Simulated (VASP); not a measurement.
# FeC23 (a cell with a defect) in VASP: a series of runs

The runs below take FeC23 (a cell with a defect) through single point, with HSE06, PBEsol, PBEsol+U.

Program: VASP 6.6.1. These are calculated values, not measurements. Logs are shortened: lines on timing, memory, paths and dates and some standing lists are left out, and cuts for length are marked.

## 1. Starting point

The cell holds a defect, 24 atoms: a = 7.566 Å, b = 5.044 Å, c = 5.044 Å, α = 60.00°, β = 60.00°, γ = 60.00°.

## 2. Single point, HSE06, collinear spin, ferromagnetic start

The input, POSCAR:

```
FeC23                                   
1.0
    0.0000000000      5.3503200000      5.3503200000
    3.5668800000      0.0000000000      3.5668800000
    3.5668800000      3.5668800000      0.0000000000
  Fe              C             
     1    23
Direct
     0.9941058467399687    0.0015947658391175    0.0015448538433791
     0.0004883876997670    0.0014471682375785    0.4975683943260661
     0.0005476052945744    0.4997632162095548    0.9991406163799518
     0.9999976832203495    0.5012175752377711    0.4995071355687417
     0.3324180758588697    0.0031494456080440    0.0010954708539399
     0.3387264240270494    0.0003939947072307    0.4904617664097872
     0.3389530145418347    0.4920346277996709    0.9985002774880773
     0.3319636770786374    0.5019783217182475    0.4998937598305562
     0.6679376726589238    0.0000868516379036    0.9978376726843389
     0.6591580069041912    0.0046654305227447    0.5064825312208954
     0.6591594258937805    0.5088218547967065    0.0023608575180629
     0.6670083656059919    0.5012646618836702    0.4990404454880168
     0.0937973054538472    0.1378256815084123    0.1354485614493706
     0.0968485534248469    0.1369901626925187    0.5805702722297019
     0.0973762120466274    0.5810202228855597    0.1354031434087954
     0.0840258749201532    0.6259469326372622    0.6237371020737916
     0.4259282867332579    0.1188673598511941    0.1170958771385432
     0.4120777119750750    0.1271204739727574    0.6300466760684755
     0.4120871829167793    0.6320874194749573    0.1251052776357894
     0.4176361822661977    0.6248178531677745    0.6228641058263200
     0.7110726643228823    0.1479545414421940    0.1452868711012672
     0.7504663538487540    0.1275323372202658    0.6237656344151588
     0.7505575313040213    0.6261154113823674    0.1251889915224966
     0.7475969552636004    0.6276146895664940    0.6253587055184778
```

The input, INCAR.step1:

```
SYSTEM = FeC23
PREC = Accurate ; ENCUT = 450
EDIFF = 1E-5 ; ISMEAR = 0
SIGMA = 0.03 ; LREAL = Auto
LASPH = .True. ; NELM = 70
ALGO = Normal ; ISIF = 2
LWAVE = .True. ; ISPIN = 2
MAGMOM = 2 0 0 0 0 0 0 0 0 0 0 0 0 0 0 0 0 0 0 0 0 0 0 0 ; LORBIT = 11
NUPDOWN = 2 ; LMAXMIX = 4
ISYM = -1 ; TIME = 0.4
NKRED = 2 ; GGA = PE
KPAR = 2
```

The input, INCAR.step2:

```
SYSTEM = FeC23
PREC = Accurate ; ENCUT = 450
EDIFF = 1E-4 ; ISMEAR = 0
SIGMA = 0.03 ; LREAL = Auto
LASPH = .True. ; NELM = 70
ALGO = Damped ; ISIF = 2
LWAVE = .False. ; LCHARG = .False.
ISPIN = 2 ; MAGMOM = 2 0 0 0 0 0 0 0 0 0 0 0 0 0 0 0 0 0 0 0 0 0 0 0
LORBIT = 11 ; NUPDOWN = 2
LMAXMIX = 4 ; GGA = PE
LHFCALC = .True. ; HFSCREEN = 0.2
PRECFOCK = Fast ; ISYM = -1
TIME = 0.4 ; NKRED = 2
ISTART = 1 ; KPAR = 2
```

The input, KPOINTS:

```
Automatic mesh
0
Gamma
  2 2 2
  0 0 0
```

Potentials or basis: VASP PAW PBE potentials, release 64 (Fe, C).

The run is started by

```
cat potpaw_PBE.64/Fe/POTCAR potpaw_PBE.64/C/POTCAR > POTCAR
cp INCAR.step1 INCAR
mpirun -np 4 vasp_std > vasp.out
cp INCAR.step2 INCAR
mpirun -np 4 vasp_std > vasp.out
```

OUTCAR:

```text
SYSTEM = FeC23
   PREC = Accurate
   ENCUT = 450
   EDIFF = 1E-4
   ISMEAR = 0
   LREAL = Auto
   LASPH = .True.
   NELM = 70
   ISIF = 2
   ISPIN = 2
   LORBIT = 11
   NUPDOWN = 2
   GGA = PE
   LHFCALC = .True.
   HFSCREEN = 0.2
   PRECFOCK = Fast
   ISYM = -1
   NKRED = 2
   ISTART = 1

 ion  position               nearest neighbor table
   1  0.994  0.002  0.002-  13 1.73  15 1.73  14 1.73  21 1.75   9 2.48   3 2.51   4 2.52   2 2.52
                             2 2.53   4 2.53   3 2.53  10 2.54  11 2.55   5 2.56   7 2.59   6 2.59
   2  0.000  0.001  0.498-  13 1.50  14 1.50  22 1.54  16 1.55   1 2.52   1 2.53
   3  0.001  0.500  0.999-  13 1.50  15 1.50  23 1.54  16 1.55   1 2.51   1 2.53
   4  1.000  0.501  0.500-  14 1.51  15 1.51  16 1.54  24 1.56   1 2.52   1 2.53
   5  0.332  0.003  0.001-  13 1.48  18 1.53  19 1.53  17 1.53   1 2.56
   6  0.339  0.000  0.490-  14 1.50  17 1.54  20 1.55  18 1.55   1 2.59
   7  0.339  0.492  0.999-  15 1.50  17 1.54  20 1.55  19 1.55   1 2.59
   8  0.332  0.502  0.500-  16 1.53  20 1.54  19 1.54  18 1.54
   9  0.668  0.000  0.998-  17 1.50  21 1.50  23 1.54  22 1.54   1 2.48
  10  0.659  0.005  0.506-  21 1.50  18 1.53  24 1.55  22 1.55   1 2.54
  11  0.659  0.509  0.002-  21 1.50  19 1.53  24 1.55  23 1.55   1 2.55
  12  0.667  0.501  0.499-  24 1.54  22 1.54  23 1.54  20 1.54
  13  0.094  0.138  0.135-   5 1.48   3 1.50   2 1.50   1 1.73
  14  0.097  0.137  0.581-   6 1.50   2 1.50   4 1.51   1 1.73
  15  0.097  0.581  0.135-   7 1.50   3 1.50   4 1.51   1 1.73
  16  0.084  0.626  0.624-   8 1.53   4 1.54   3 1.55   2 1.55
  17  0.426  0.119  0.117-   9 1.50   5 1.53   7 1.54   6 1.54
  18  0.412  0.127  0.630-  10 1.53   5 1.53   8 1.54   6 1.55
  19  0.412  0.632  0.125-  11 1.53   5 1.53   8 1.54   7 1.55
  20  0.418  0.625  0.623-  12 1.54   8 1.54   6 1.55   7 1.55
  21  0.711  0.148  0.145-  11 1.50  10 1.50   9 1.50   1 1.75
  22  0.750  0.128  0.624-  12 1.54   9 1.54   2 1.54  10 1.55
  23  0.751  0.626  0.125-  12 1.54   9 1.54   3 1.54  11 1.55
  24  0.748  0.628  0.625-  12 1.54  11 1.55  10 1.55   4 1.56

IMPORTANT INFORMATION: All symmetrisations will be switched off!
NOSYMM: (Re-)initialisation of all symmetry stuff for point group C_1.

----------------------------------------------------------------------------------------

                                     Primitive cell

  volume of cell :     136.1403

  direct lattice vectors                    reciprocal lattice vectors
     0.000000000  5.350320000  5.350320000    -0.093452354  0.093452354  0.093452354
     3.566880000  0.000000000  3.566880000     0.140178531 -0.140178531  0.140178531
     3.566880000  3.566880000  0.000000000     0.140178531  0.140178531 -0.140178531

  length of vectors
     7.566495107  5.044330071  5.044330071     0.161864226  0.242796338  0.242796338

  position of ions in fractional coordinates (direct lattice)
     0.994105847  0.001594766  0.001544854
     0.000488388  0.001447168  0.497568394
     0.000547605  0.499763216  0.999140616
     0.999997683  0.501217575  0.499507136
     0.332418076  0.003149446  0.001095471
     0.338726424  0.000393995  0.490461766
[... 16 lines left out ...]
     0.750557531  0.626115411  0.125188992
     0.747596955  0.627614690  0.625358706

  ion indices of the primitive-cell ions
   primitive index   ion index
                 1           1
                 2           2
                 3           3
                 4           4
                 5           5
                 6           6
[... 16 lines left out ...]
                23          23
                24          24

----------------------------------------------------------------------------------------

 KPOINTS: Automatic mesh

Automatic generation of k-mesh.
 Grid dimensions read from file:
 generate k-points for:    2    2    2

 Generating k-lattice:

  Cartesian coordinates                     Fractional coordinates (reciprocal lattice)
    -0.046726177  0.046726177  0.046726177     0.500000000  0.000000000  0.000000000
     0.070089266 -0.070089266  0.070089266     0.000000000  0.500000000  0.000000000
     0.070089266  0.070089266 -0.070089266     0.000000000  0.000000000  0.500000000

  Length of vectors
     0.080932113  0.121398169  0.121398169

  Shift w.r.t. Gamma in fractional coordinates (k-lattice)
     0.000000000  0.000000000  0.000000000

 Subroutine IBZKPT returns following result:
 ===========================================

 Found      8 irreducible k-points:

[... 27 lines left out ...]
   NELM   =     70;   NELMIN=  2; NELMDL=  0     # of ELM steps
   EDIFF  = 0.1E-03   stopping-criterion for ELM
   LREAL  =      T    real-space projection
   EDIFFG = 0.1E-02   stopping-criterion for IOM
   NSW    =      0    number of steps for IOM
   IBRION =     -1    ionic relax: 0-MD 1-quasi-New 2-CG
   NFREE  =      0    steps in history (QN), initial steepest desc. (CG)
   ISIF   =      2    stress and relaxation
   ISYM   =     -1    0-nonsym 1-usesym 2-fastsym
   POTIM  = 0.5000    time-step for ionic-motion
   TEBEG  =    0.0;   TEEND  =   0.0 temperature during run
   PSTRESS=    0.0 pullay stress
   NELECT =     100.0000    total number of electrons
   NUPDOWN=       2.0000    fix difference up-down
   EMIN   =  10.00;   EMAX   =-10.00  energy-range for DOS
   EFERMI =   0.00;   METHOD = LEGACY
   ISMEAR =     0;   SIGMA  =   0.03  broadening in eV -4-tet -1-fermi 0-gaus
   EFERMI_NEDOS =   21; number of points for ismear=-14 and -15
   IALGO  =     53    algorithm
   IMIX   =      4    mixing-type and parameters
     AMIX     =   0.40;   BMIX     =  1.00
     AMIX_MAG =   1.60;   BMIX_MAG =  1.00
  volume/ion in A,a.u.               =       5.67        38.28
  Fermi-wavevector in a.u.,A,eV,Ry     =   1.477109  2.791331 29.685890  2.181851
  Thomas-Fermi vector in A             =   2.591554
   LORBIT       =     11    0 simple, 1 ext, 2 COOP (PROOUT), +10 PAW based schemes
   GGA     = PE    functional components
   LHFCALC =     T    Hartree Fock is set to
   PRECFOCK=fast      Normal, Fast or Accurate (Low or Medium for compatibility)
   ENCUT4O =  -1.0   cutoff for four orbital integrals eV
   NKREDX  =     2    reduce k-point grid by
   NKREDY  =     2    reduce k-point grid by
   NKREDZ  =     2    reduce k-point grid by
   AEXX    =    0.2500 exact exchange contribution
   HFSCREEN=    0.2000 screening length (either q_TF or 0.3 A-1)
   HFSCREENC=   0.2000 screening length for correlation (either q_TF or 0.3 A-1)
   ENCUTFOCK=  -1.0 apply spherical cutoff to Coloumb kernel
   IVDW    =     0    specifies the selected vdW correction
   LEPSILON=     F    determine dielectric tensor
   LRPA    =     F    only Hartree local field effects (RPA)
 spin polarized calculation
 Gauss-broadening in eV      SIGMA  =   0.03
  energy-cutoff  :      450.00
  volume of cell :      136.14
 maximum number of plane-waves:      2968
 NGX is ok and might be reduce to    54
  NGX = 30; NGY = 20; NGZ = 20
   NGX = 27   NGY = 17   NGZ = 17

 number of electron     100.0000012 magnetization       2.0000000

 Free energy of the ion-electron system (eV)
  ---------------------------------------------------
  ext. energy  EPLUGINS =         0.00000000
  ---------------------------------------------------
  free energy    TOTEN  =      -248.65479260 eV

  energy without entropy =     -248.65479260  energy(sigma->0) =     -248.65479260

 E-fermi :   9.6131     XC(G=0): -10.9566

 val. band max:       10.9288392264   @ k =   0.5000   0.5000   0.5000
 cond. band min:      12.7638123947   @ k =   0.5000   0.0000   0.5000
 fundamental gap:      1.8349731683
 Fermi energy:        11.1182364866

 spin component 1

 k-point     1 :       0.0000    0.0000    0.0000
  band No.  band energies     occupation
      1     -14.2738      1.00000
      2     -11.1779      1.00000
      3     -10.8751      1.00000
      4      -8.4095      1.00000
      5      -8.2913      1.00000
      6      -8.2122      1.00000
[... 509 lines left out ...]
     61      18.4097      0.00000
     62      18.7068      0.00000
 Fermi energy:         9.6131110467

 spin component 2

 k-point     1 :       0.0000    0.0000    0.0000
  band No.  band energies     occupation
      1     -14.2795      1.00000
      2     -11.1935      1.00000
      3     -10.8711      1.00000
      4      -8.4163      1.00000
      5      -8.2968      1.00000
      6      -8.2262      1.00000
[... 509 lines left out ...]
     61      18.5280      0.00000
     62      18.7861      0.00000
 [bands above 62 left out]

------------------------ aborting loop because EDIFF is reached ----------------------------------------

  FORCE on cell =-STRESS in cart. coord.  units (eV):
  Direction    XX          YY          ZZ          XY          YZ          ZX
  --------------------------------------------------------------------------------------
  -------------------------------------------------------------------------------------
  Total       19.2206613     16.3411376     16.4801930     -1.8527943      0.0924673     -1.4892466
  in kB      226.1997693    192.3118819    193.9483658    -21.8047460      1.0882078    -17.5263089
  external PRESSURE =     204.1533390 kB  Pullay stress =       0.0000000 kB

 VOLUME and BASIS-vectors are now :
 -----------------------------------------------------------------------------
  energy-cutoff  :      450.00
  volume of cell :      136.14
      direct lattice vectors                 reciprocal lattice vectors
     0.000000000  5.350320000  5.350320000    -0.093452354  0.093452354  0.093452354
     3.566880000  0.000000000  3.566880000     0.140178531 -0.140178531  0.140178531
     3.566880000  3.566880000  0.000000000     0.140178531  0.140178531 -0.140178531

 POSITION                                       TOTAL-FORCE (eV/Angst)
 -----------------------------------------------------------------------------------
      0.01120      5.32429      5.32447        -0.032755     -0.015059     -0.125392
      1.77993      1.77738      0.00777        -0.006297      0.093500      0.037389
      5.34641      3.56674      1.78553        -0.009929      0.123305      0.081830
      3.56946      7.13199      7.13809        -0.280179      0.047161      0.035236
      0.01514      1.78245      1.78978        -0.032464      0.271378      0.276228
      1.75082      3.56171      1.81370        -0.050253      0.043896      0.072324
[... 16 lines left out ...]
      2.67981      4.46226      6.24900         0.018734      0.021436     -0.059808
      4.46921      6.23046      6.23851        -0.021118     -0.004956     -0.005111
 -----------------------------------------------------------------------------------
    total drift:                                0.003619      0.001666     -0.002504

  FREE ENERGIE OF THE ION-ELECTRON SYSTEM (eV)
  ---------------------------------------------------
  free  energy   TOTEN  =      -248.6547925993 eV

  energy  without entropy=     -248.6547925993  energy(sigma->0) =     -248.65479260

 total charge

# of ion       s       p       d       tot
------------------------------------------
    1        0.818   0.913   6.959   8.690
    2        0.845   1.759   0.000   2.604
    3        0.843   1.761   0.000   2.604
    4        0.840   1.745   0.000   2.585
    5        0.847   1.785   0.000   2.632
    6        0.839   1.754   0.000   2.593
[... 16 lines left out ...]
   23        0.837   1.737   0.000   2.574
   24        0.834   1.726   0.000   2.561
--------------------------------------------------
tot         20.259  41.463   6.959  68.682

 magnetization (x)

# of ion       s       p       d       tot
------------------------------------------
    1        0.015   0.070   1.735   1.821
    2        0.001   0.018   0.000   0.019
    3        0.002   0.016   0.000   0.018
    4        0.002   0.018   0.000   0.020
    5        0.002   0.004   0.000   0.007
    6        0.001   0.003   0.000   0.004
[... 16 lines left out ...]
   23        0.001   0.001   0.000   0.002
   24        0.001   0.003   0.000   0.004
--------------------------------------------------
tot          0.028   0.023   1.735   1.787
```

Run time: 7.4 min. Hardware: 4 MPI ranks of Intel Xeon Platinum 8259CL at 2.50GHz (Skylake/Cascade Lake), shared host; peak memory 0.41 GiB.

What came out:

| Property | Result |
| --- | --- |
| Free energy | -248.6548 eV |
| Largest force | 0.468 eV/Å |
| Net moment | 2.00 μB per cell |
| Site moments | Fe +1.82; C +0.02, +0.01, +0.00, -0.00, -0.04, -0.03 μB |
| Valence electrons inside the program's atomic spheres | Fe 8.69; C 2.60, 2.58, 2.63, 2.59, 2.62, 2.69, 2.67, 2.57, 2.56 |

Forces on the atoms (eV/Å):
```
Fe  -0.033 -0.015 -0.125
C   -0.006  0.093  0.037
C   -0.010  0.123  0.082
C   -0.280  0.047  0.035
C   -0.032  0.271  0.276
C   -0.050  0.044  0.072
C   -0.043  0.057  0.064
C    0.007  0.035  0.030
C    0.066 -0.184 -0.163
C    0.043 -0.020 -0.045
C    0.057 -0.060 -0.021
C   -0.029  0.012  0.022
C    0.447 -0.016  0.139
C   -0.150 -0.315  0.284
C   -0.116  0.146 -0.414
C    0.067 -0.060 -0.085
C    0.046 -0.121 -0.124
C   -0.025 -0.034 -0.007
C   -0.036 -0.004 -0.020
C    0.033 -0.020 -0.018
C    0.024  0.043  0.037
C    0.024 -0.040  0.009
C    0.019  0.021 -0.060
C   -0.021 -0.005 -0.005
```

Caveat: the k mesh is coarse (spacing up to 0.76 Å⁻¹), so the values aren't converged, least of all with exact exchange; the cutoff is under 1.25 times the usual one of these potentials, so pressure, stress and relaxed cells hold a basis-set (Pulay) error; the PAW data sets were made with another functional, which shifts forces and pressure a little; the total moment is fixed, so each spin has its own Fermi level.

## 3. Single point, PBEsol, collinear spin, zero start

The input, INCAR:

```
PREC     = Accurate       # precision mode
ENCUT    = 450            # plane-wave cutoff, eV
EDIFF    = 1E-5           # SCF threshold, eV
ISMEAR   = 0              # smearing method
SIGMA    = 0.03           # smearing width, eV
LREAL    = Auto         
LASPH    = True           # aspherical terms in the spheres
NELM     = 120            # most SCF steps
ALGO     = Normal         # electronic algorithm
ISIF     = 2              # what is computed and relaxed
LWAVE    = False          # write WAVECAR
LCHARG   = False          # write CHGCAR
ISPIN    = 2              # spin polarisation
MAGMOM   = 0 0 0 0 0 0 0 0 0 0 0 0 0 0 0 0 0 0 0 0 0 0 0 0 # initial moments
LORBIT   = 11             # projections on sites
NUPDOWN  = 0              # fixed moment
LMAXMIX  = 4              # l up to which the mixer works
GGA      = PS             # functional
ISYM     = 0            
KPAR     = 4
```

The input, KPOINTS:

```
Automatic mesh
0
Gamma
  3 4 4
```

The input, POSCAR:

```
FeC23                                   
1.0
    0.0000000000      5.3503200000      5.3503200000
    3.5668800000      0.0000000000      3.5668800000
    3.5668800000      3.5668800000      0.0000000000
  Fe              C             
     1    23
Direct
     0.9976799827112106    0.0018150122317647    0.0006278119634721
     0.0002424015551057    0.0013521445096941    0.4982912493461959
     0.0002584200095290    0.5003539995832463    0.9992499588396199
     0.0003480568729515    0.5004321882857481    0.4988139179314873
     0.3332053582132158    0.0031523198981733    0.0011935760981219
     0.3375356787609389    0.0005430901148272    0.4927581587688158
     0.3375527867663108    0.4946544343801902    0.9985602862113313
     0.3320030069632701    0.5019853268424929    0.4999916782955154
     0.6660364380699787    0.0002501013464232    0.9980328402731031
     0.6606033630469329    0.0033232120581943    0.5049242415688047
     0.6606644248979497    0.5069485518228730    0.0012341541197640
     0.6668025078135161    0.5010354087739465    0.4987606456570990
     0.0919720365225041    0.1371808671207949    0.1351425724275252
     0.0936049013369549    0.1355345961084944    0.5885291019936231
     0.0936906833560122    0.5898248198624712    0.1339667923318538
     0.0838527298950512    0.6258592993036052    0.6238070365459951
     0.4235333121688875    0.1208223009564642    0.1188241135893094
     0.4128696724539608    0.1271835908674726    0.6289685680403767
     0.4128951795211047    0.6309389212066765    0.1251842088671813
     0.4172828066652935    0.6252699530248029    0.6231837508890448
     0.7188012310774585    0.1423904953621082    0.1403489019878222
     0.7500882273802174    0.1272202416832256    0.6233389754590769
     0.7501746713840461    0.6255420467758674    0.1249180004792755
     0.7482371225575795    0.6266980778804413    0.6246544583155873
```

Potentials or basis: VASP PAW PBE potentials, release 64 (Fe, C).

The run is started by

```
cat potpaw_PBE.64/Fe/POTCAR potpaw_PBE.64/C/POTCAR > POTCAR
mpirun -np 4 vasp_std > vasp.out
```

It took 5.8 min on 4 MPI ranks of AMD EPYC 7R13 (Zen 3), shared host; peak memory 0.41 GiB.

It converged, with:

```
Free energy                                           : -223.7477 eV
Largest force                                         : 0.484 eV/Å
Net moment                                            : 0.00 μB per cell
Valence electrons inside the program's atomic spheres : Fe 8.93; C 2.60, 2.59, 2.61, 2.58, 2.68, 2.66, 2.56, 2.57, 2.55
```

Forces on the atoms (eV/Å):
```
Fe   0.062 -0.077 -0.050
C    0.011  0.003 -0.034
C    0.007 -0.027 -0.004
C    0.032 -0.006  0.006
C   -0.009  0.053  0.060
C   -0.061  0.010  0.051
C   -0.058  0.055  0.020
C    0.000 -0.006  0.001
C   -0.035 -0.037 -0.044
C    0.042  0.022 -0.044
C    0.044 -0.051  0.018
C   -0.020  0.008 -0.005
C    0.276  0.284  0.278
C   -0.269 -0.278  0.277
C   -0.262  0.269 -0.264
C   -0.010  0.013  0.006
C   -0.004 -0.003 -0.009
C    0.015 -0.004 -0.017
C    0.013 -0.017 -0.007
C    0.004  0.001 -0.006
C    0.211 -0.226 -0.224
C    0.010  0.003  0.013
C    0.021  0.014 -0.016
C   -0.021 -0.003 -0.006
```

Caveat: the k mesh is coarse (spacing up to 0.38 Å⁻¹), so the values aren't converged; the cutoff is under 1.25 times the usual one of these potentials, so pressure, stress and relaxed cells hold a basis-set (Pulay) error; the PAW data sets were made with another functional, which shifts forces and pressure a little; the total moment is fixed, so each spin has its own Fermi level.

(Part 1 of 2 ends here.)
